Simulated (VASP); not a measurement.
Method: PW91 GGA, VASP's PBE PAW potentials (set 64) (plane waves; VASP).

Input for VASP

File POSCAR:
```
CuAu
3.7284960
  0.7632709337   0.0000000000   0.0000000000
  0.0000000000   0.7632709337   0.0000000000
  0.0000000000   0.0000000000   1.0000001156
Cu Au
1 1
direct
  0.0000000000   1.0000000000   0.0000000000
  0.5000000000   0.5000000000   0.5000000000
```

INCAR:
```
SYSTEM = CuAu
PREC = Accurate
ENCUT = 520
EDIFF = 1E-7
NELM = 100
ALGO = Normal
LREAL = .FALSE.
LASPH = .TRUE.
ISMEAR = -5
GGA = 91
LMAXMIX = 6
LWAVE = .FALSE.
LCHARG = .TRUE.
LORBIT = 11
NEDOS = 601
ISIF = 2
```

File KPOINTS:
```
Automatic mesh
0
Gamma
14 14 11
0 0 0
```

POTCAR, in this order: Cu Au (PBE.64 set). Program: vasp_std.

Output

File OSZICAR:
```
       N       E                     dE             d eps       ncg     rms          rms(c)
DAV:   1     0.132329370429E+03    0.13233E+03   -0.11424E+04  6678   0.207E+03
DAV:   2    -0.324862193401E+01   -0.13558E+03   -0.12958E+03  6683   0.335E+02
DAV:   3    -0.805959122591E+01   -0.48110E+01   -0.47518E+01  8090   0.736E+01
DAV:   4    -0.811218022838E+01   -0.52589E-01   -0.52589E-01  7522   0.652E+00
DAV:   5    -0.811372739299E+01   -0.15472E-02   -0.15473E-02  9718   0.122E+00    0.106E+01
DAV:   6    -0.744143089716E+01    0.67230E+00   -0.75069E+00  6713   0.772E+01    0.503E+00
DAV:   7    -0.717890770545E+01    0.26252E+00   -0.28625E+00  8142   0.838E+01    0.531E+00
DAV:   8    -0.710326132605E+01    0.75646E-01   -0.29773E-01  8242   0.158E+01    0.253E+00
DAV:   9    -0.709692848278E+01    0.63328E-02   -0.16130E-02  9910   0.200E+00    0.164E-01
DAV:  10    -0.709643019097E+01    0.49829E-03   -0.33969E-03  8454   0.120E+00    0.718E-02
DAV:  11    -0.709643886181E+01   -0.86708E-05   -0.10660E-04 10098   0.207E-01    0.328E-02
DAV:  12    -0.709643497686E+01    0.38850E-05   -0.23623E-06  9914   0.210E-02    0.880E-03
DAV:  13    -0.709644055456E+01   -0.55777E-05   -0.19866E-06  9377   0.234E-02    0.412E-03
DAV:  14    -0.709643982271E+01    0.73185E-06   -0.14411E-06  5228   0.457E-03    0.118E-03
DAV:  15    -0.709643808994E+01    0.17328E-05   -0.68675E-08  4010   0.912E-03    0.114E-03
DAV:  16    -0.709643887861E+01   -0.78866E-06   -0.18149E-08  3807   0.373E-03    0.523E-04
DAV:  17    -0.709643886524E+01    0.13362E-07   -0.60323E-09  3716   0.958E-04
   1 F= -.70964389E+01 E0= -.70964389E+01  d E =0.000000E+00
```

### OUTCAR
```
------------------------ aborting loop because EDIFF is reached ----------------------------------------
  FORCE on cell =-STRESS in cart. coord.  units (eV):
  Direction    XX          YY          ZZ          XY          YZ          ZX
  --------------------------------------------------------------------------------------
  Total       -0.0132044     -0.0132044     -0.0934950      0.0000000      0.0000000      0.0000000
  in kB       -0.7005990     -0.7005990     -4.9606700      0.0000000      0.0000000      0.0000000
  external PRESSURE =      -2.1206227 kB  Pullay stress =       0.0000000 kB
  volume of cell :       30.20
      direct lattice vectors                 reciprocal lattice vectors
     2.845852623  0.000000000  0.000000000     0.351388541  0.000000000  0.000000000
     0.000000000  2.845852623  0.000000000     0.000000000  0.351388541  0.000000000
     0.000000000  0.000000000  3.728496431     0.000000000  0.000000000  0.268204628
 POSITION                                       TOTAL-FORCE (eV/Angst)
 -----------------------------------------------------------------------------------
      0.00000      0.00000      0.00000         0.000000      0.000000      0.000000
      1.42293      1.42293      1.86425         0.000000      0.000000      0.000000
 -----------------------------------------------------------------------------------
    total drift:                                0.000000      0.000000     -0.000000
  FREE ENERGIE OF THE ION-ELECTRON SYSTEM (eV)
  ---------------------------------------------------
  free  energy   TOTEN  =        -7.0964388652 eV

  energy  without entropy=       -7.0964388652  energy(sigma->0) =       -7.09643887

 total charge

# of ion       s       p       d       tot
------------------------------------------
    1        0.371   0.292   9.230   9.893
    2        0.599   0.392   8.698   9.689
--------------------------------------------------
tot          0.970   0.684  17.929  19.583
```
(Selected blocks of OUTCAR.)

For a metal the tetrahedron method with Blöchl corrections gives inexact stress and forces.

The compound is CuAu in the L1_0 structure. It was relaxed first.
